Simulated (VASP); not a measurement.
# KCl (relaxed from the zinc blende structure, space group F-43m): computed properties

Calculation: PBEsol GGA, VASP's PBE PAW potentials (set 64) (plane waves; VASP).

```yaml
space_group: F-43m (216)
cell: a = b = c = 6.9563 Å, α = β = γ = 90.00°
volume_per_atom: 42.08 Å^3/atom
band gap (over mesh and band path): 4.84 eV
smallest direct gap (over mesh and band path): 4.89 eV
band_edge_character: indirect, X to Γ
density: 1.47 g/cm³
```

```yaml
crystal:
  lattice:
    - [0.00000, 3.47816, 3.47816]
    - [3.47816, 0.00000, 3.47816]
    - [3.47816, 3.47816, 0.00000]
  atoms:
    - { symbol: K, position: [0.00000, 0.00000, 0.00000] }
    - { symbol: Cl, position: [0.25000, 0.25000, 0.25000] }
```

The structure was generated: KCl was put into the zinc blende type (F-43m), which need not be its known phase. It was relaxed first. Symmetry was kept, so distortions that lower it aren't found.
